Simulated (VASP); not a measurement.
Here is the system:

```
NbP
1.0
   -1.68950     1.68950     5.79005
    1.68950    -1.68950     5.79005
    1.68950     1.68950    -5.79005
Nb P
2 2
Direct
  0.74988   0.74988   0.00000
  0.49988   0.99988   0.50000
  0.33275   0.33275   0.00000
  0.08275   0.58275   0.50000
```

Level of theory: LDA (Ceperley-Alder, Perdew-Zunger), VASP's LDA PAW potentials (set 64) (plane waves; VASP). Settings: 300 eV cut-off, 9×9×9 Γ-centred mesh, Fermi-Dirac smearing of 0.14 eV, potentials Nb_sv P.

At this cut-off the stress carries a Pulay error, which pulls relaxed volumes low.

### Question
Give the stress tensor in GPa (positive for a compressed cell).

### Answer

```
-14.52    0.00    0.00
  0.00  -14.52    0.00
  0.00    0.00  -13.44
```
The pressure is its mean diagonal, -14.16 GPa.

The structure comes from a computed database's NbP entry; how it stands against other phases isn't given here. The cell was not relaxed at this level.
